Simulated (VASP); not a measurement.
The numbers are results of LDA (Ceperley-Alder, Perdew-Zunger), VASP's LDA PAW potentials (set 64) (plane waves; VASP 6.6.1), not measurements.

Input for VASP

File KPOINTS:
```
Automatic mesh
0
gamma
14 14 10
```

**POSCAR**
```
TiAl
1.0
  2.6557637224   0.0000000000   0.0000000000
  0.0000000000   2.6557637224   0.0000000000
  0.0000000000   0.0000000000   3.8378681535
Ti Al
1 1
direct
  0.0000000000   0.0000000000   0.0000000000
  0.5000000000   0.5000000000   0.5000000000
```

INCAR:
```
SYSTEM = TiAl
PREC = Accurate
ENCUT = 500
EDIFF = 1E-6
NELM = 100
ALGO = Normal
LREAL = .FALSE.
LASPH = .TRUE.
ISMEAR = 1
SIGMA = 0.1
LMAXMIX = 4
LWAVE = .FALSE.
LCHARG = .FALSE.
IBRION = 2
ISIF = 3
NSW = 40
EDIFFG = -0.02
PSTRESS = 300
```

POTCAR, in this order: Ti_sv Al (LDA.64 set). Program: vasp_std.

**Question.** What will the output report for the number of irreducible k-points (NKPTS), largest plane-wave count, number of space-group operations, FFT grid (NGX, NGY, NGZ)?

**Answer.** 
```
Item                                          Result
--------------------------------------  ------------
number of irreducible k-points (NKPTS)           216
largest plane-wave count                         704
number of space-group operations                  16
FFT grid (NGX, NGY, NGZ)                20 × 20 × 28
```

The compound is TiAl in the L1_0 structure. This run relaxes it under an external pressure of 30 GPa. Symmetry was kept, so distortions that lower it aren't found. The electron count is odd and the run is not spin-polarised, which forces a metal.
